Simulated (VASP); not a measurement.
Output of a VASP run:

OSZICAR:
```
       N       E                     dE             d eps       ncg     rms          rms(c)
DAV:   1     0.256181079533E+03    0.25618E+03   -0.17914E+04   616   0.150E+03
DAV:   2     0.955698017761E+00   -0.25523E+03   -0.24935E+03   700   0.363E+02
DAV:   3    -0.132108867078E+02   -0.14167E+02   -0.14111E+02   724   0.861E+01
DAV:   4    -0.133680416861E+02   -0.15715E+00   -0.15709E+00   714   0.916E+00
DAV:   5    -0.133708468094E+02   -0.28051E-02   -0.28050E-02   748   0.118E+00    0.113E+01
DAV:   6    -0.122991015824E+02    0.10717E+01   -0.25837E+00   788   0.166E+01    0.891E+00
DAV:   7    -0.122834190159E+02    0.15683E-01   -0.86122E-01   748   0.540E+00    0.399E+00
DAV:   8    -0.122795331739E+02    0.38858E-02   -0.12703E-01   720   0.381E+00    0.561E-01
DAV:   9    -0.122775721680E+02    0.19610E-02   -0.23938E-02   784   0.202E+00    0.177E-01
DAV:  10    -0.122777024287E+02   -0.13026E-03   -0.18138E-03   740   0.467E-01    0.113E-01
DAV:  11    -0.122777799345E+02   -0.77506E-04   -0.19063E-04   744   0.103E-01    0.115E-01
DAV:  12    -0.122778468827E+02   -0.66948E-04   -0.18209E-04   682   0.685E-02    0.356E-02
DAV:  13    -0.122778542338E+02   -0.73511E-05   -0.25322E-05   724   0.337E-02    0.163E-02
DAV:  14    -0.122778542867E+02   -0.52917E-07   -0.26577E-06   612   0.125E-02
   1 F= -.13502890E+02 E0= -.13502890E+02  d E =-.135029E+02
       N       E                     dE             d eps       ncg     rms          rms(c)
DAV:   1    -0.122845505684E+02   -0.66963E-02   -0.34453E-01   640   0.653E+00    0.943E-01
DAV:   2    -0.122706947243E+02    0.13856E-01   -0.37908E-02   652   0.258E+00    0.330E-01
DAV:   3    -0.122692828466E+02    0.14119E-02   -0.45329E-03   718   0.611E-01    0.286E-01
DAV:   4    -0.122691520376E+02    0.13081E-03   -0.24132E-04   634   0.144E-01    0.685E-02
DAV:   5    -0.122691176980E+02    0.34340E-04   -0.17394E-04   766   0.156E-01    0.243E-02
DAV:   6    -0.122691220947E+02   -0.43967E-05   -0.17571E-05   658   0.409E-02    0.788E-03
DAV:   7    -0.122691219520E+02    0.14270E-06   -0.14668E-07   398   0.300E-03
   2 F= -.13503328E+02 E0= -.13503328E+02  d E =-.438594E-03
```

File OUTCAR:
```
------------------------ aborting loop because EDIFF is reached ----------------------------------------
  Edisp (eV):   -1.23421
  FORCE on cell =-STRESS in cart. coord.  units (eV):
  Direction    XX          YY          ZZ          XY          YZ          ZX
  --------------------------------------------------------------------------------------
  Total       0.05431     0.05431     0.07647     0.00000     0.00000     0.00000
  in kB       0.86371     0.86371     1.21618     0.00000     0.00000     0.00000
  external pressure =        0.98 kB  Pullay stress =        0.00 kB
  volume of cell :      100.74
      direct lattice vectors                 reciprocal lattice vectors
     2.075761503 -3.595324215 -0.000000000     0.240875457 -0.139069516  0.000000000
     2.075761503  3.595324215  0.000000000     0.240875457  0.139069516 -0.000000000
     0.000000000  0.000000000  6.749182086     0.000000000 -0.000000000  0.148166102
  FREE ENERGIE OF THE ION-ELECTRON SYSTEM (eV)
  ---------------------------------------------------
  free  energy   TOTEN  =       -13.5033283902 eV

  energy  without entropy=      -13.5033283902  energy(sigma->0) =      -13.50332839

 reached required accuracy - stopping structural energy minimisation
```
(Selected blocks of OUTCAR.)

File POSCAR:
```
CdS
1
    2.0808773123    -3.6041850548    -0.0000000000
    2.0808773123     3.6041850548     0.0000000000
    0.0000000000    -0.0000000000     6.7617715432
Cd S
2 2
Direct
  0.6666670000   0.3333330000   0.5000271160
  0.3333330000   0.6666670000   0.0000271160
  0.6666670000   0.3333330000   0.8769728840
  0.3333330000   0.6666670000   0.3769728840
```

### Question
Reconstruct the remaining input files.

### Answer
One answer among several that fit: the input of the run itself, PBE GGA with D4 dispersion, plane waves, VASP's PBE PAW potentials (set 64).

KPOINTS:
```
K-points
0
Gamma
6 6 3
```

### INCAR
```
# general
SYSTEM  = CdS
PREC    = Accurate
ENCUT   = 520
LREAL   = .FALSE.
LASPH   = .TRUE.

# electronic loop
EDIFF   = 1E-6
NELM    = 100
ALGO    = Normal
LMAXMIX = 4

# smearing
ISMEAR  = 0
SIGMA   = 0.05

# functional
GGA     = PE
IVDW    = 13

# ions
IBRION  = 2
NSW     = 60
ISIF    = 3
EDIFFG  = -0.02

# output
LWAVE   = .FALSE.
LCHARG  = .FALSE.
```

POTCAR, in this order: Cd S (PBE.64 set). Program: vasp_std.

The compound is CdS in the wurtzite structure. This run relaxes it. Symmetry was kept, so distortions that lower it aren't found. The start is the result of an earlier pass.
